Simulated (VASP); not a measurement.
These are PBE GGA, VASP's PBE PAW potentials (set 64) (plane waves; VASP 6.6.1) values and carry that method's errors.

The input files of a VASP run:

File KPOINTS:
```
Automatic mesh
0
Gamma
6 6 6
0 0 0
```

### INCAR
```
ALGO=Normal
EDIFF=1E-6
EDIFFG=-0.01
ENCUT=520
GGA=PE
IBRION=2
ISIF=3
ISMEAR=0
LASPH=T
LCHARG=F
LMAXMIX=4
LREAL=F
LWAVE=F
NELM=100
NSW=60
PREC=Accurate
SIGMA=0.05
SYSTEM=KI
```

### POSCAR
```
KI
1.0
  0.0000000000   3.5937350756   3.5937350756
  3.5937350756   0.0000000000   3.5937350756
  3.5937350756   3.5937350756   0.0000000000
K I
1 1
Cart
  0.0000000000   0.0000000000   0.0000000000
  3.5937350756   3.5937350756   3.5937350756
```

POTCAR, in this order: K_sv I (PBE.64 set). Program: vasp_std.

The run wrote:

### OUTCAR
```
 ion  position               nearest neighbor table
   1  0.000  0.000  0.000-   2 3.59   2 3.59   2 3.59   2 3.59   2 3.59   2 3.59
   2  0.500  0.500  0.500-   1 3.59   1 3.59   1 3.59   1 3.59   1 3.59   1 3.59
  LATTYP: Found a face centered cubic cell.
 ALAT       =     7.1874701512
 Subroutine PRICEL returns:
 Original cell was already a primitive cell.
 Subroutine GETGRP returns: Found 48 space group operations
The static configuration has the point symmetry O_h .
The dynamic configuration has the point symmetry O_h .
 Subroutine INISYM returns: Found 48 space group operations
 Subroutine IBZKPT returns following result:
 Found     16 irreducible k-points:

 Following reciprocal coordinates:
            Coordinates               Weight
  0.000000  0.000000  0.000000      1.000000
  0.166667  0.000000  0.000000      8.000000
  0.333333  0.000000  0.000000      8.000000
  0.500000  0.000000  0.000000      4.000000
  0.166667  0.166667  0.000000      6.000000
  0.333333  0.166667  0.000000     24.000000
  0.500000  0.166667  0.000000     24.000000
 -0.333333  0.166667  0.000000     24.000000
 -0.166667  0.166667  0.000000     12.000000
...
```

File OSZICAR:
```
       N       E                     dE             d eps       ncg     rms          rms(c)
DAV:   1     0.951532615103E+02    0.95153E+02   -0.66321E+03   384   0.114E+03
DAV:   2     0.719342788664E+00   -0.94434E+02   -0.89183E+02   480   0.243E+02
DAV:   3    -0.530878517434E+01   -0.60281E+01   -0.60045E+01   484   0.582E+01
DAV:   4    -0.565363873072E+01   -0.34485E+00   -0.34434E+00   704   0.120E+01
DAV:   5    -0.565551111606E+01   -0.18724E-02   -0.18723E-02   512   0.800E-01    0.277E+00
DAV:   6    -0.556421974637E+01    0.91291E-01   -0.13289E-01   472   0.220E+00    0.203E+00
DAV:   7    -0.555818269127E+01    0.60371E-02   -0.13645E-01   480   0.205E+00    0.802E-01
DAV:   8    -0.556439166903E+01   -0.62090E-02   -0.14584E-02   492   0.885E-01    0.106E-01
DAV:   9    -0.556497871487E+01   -0.58705E-03   -0.12768E-03   508   0.225E-01    0.682E-02
DAV:  10    -0.556515022361E+01   -0.17151E-03   -0.18726E-04   476   0.960E-02    0.174E-02
DAV:  11    -0.556516709213E+01   -0.16869E-04   -0.35890E-05   476   0.377E-02    0.129E-02
DAV:  12    -0.556516855422E+01   -0.14621E-05   -0.43434E-06   464   0.167E-02    0.101E-02
DAV:  13    -0.556516896711E+01   -0.41289E-06   -0.10239E-06   348   0.668E-03
   1 F= -.55651690E+01 E0= -.55651690E+01  d E =-.556517E+01
```

### OUTCAR
```
------------------------ aborting loop because EDIFF is reached ----------------------------------------
  FORCE on cell =-STRESS in cart. coord.  units (eV):
  Direction    XX          YY          ZZ          XY          YZ          ZX
  --------------------------------------------------------------------------------------
  Total       -0.0016565     -0.0016565     -0.0016565     -0.0000000      0.0000000      0.0000000
  in kB       -0.0285911     -0.0285911     -0.0285911     -0.0000000      0.0000000      0.0000000
  external PRESSURE =      -0.0285911 kB  Pullay stress =       0.0000000 kB
  volume of cell :       92.83
      direct lattice vectors                 reciprocal lattice vectors
     0.000000000  3.593735076  3.593735076    -0.139131013  0.139131013  0.139131013
     3.593735076  0.000000000  3.593735076     0.139131013 -0.139131013  0.139131013
     3.593735076  3.593735076  0.000000000     0.139131013  0.139131013 -0.139131013
  FREE ENERGIE OF THE ION-ELECTRON SYSTEM (eV)
  ---------------------------------------------------
  free  energy   TOTEN  =        -5.5651689671 eV

  energy  without entropy=       -5.5651689671  energy(sigma->0) =       -5.56516897

 reached required accuracy - stopping structural energy minimisation
```
(Selected blocks of OUTCAR.)

The compound is KI in the rock salt structure. It was relaxed first, which changed the volume by +5 %. The start is the result of an earlier pass.
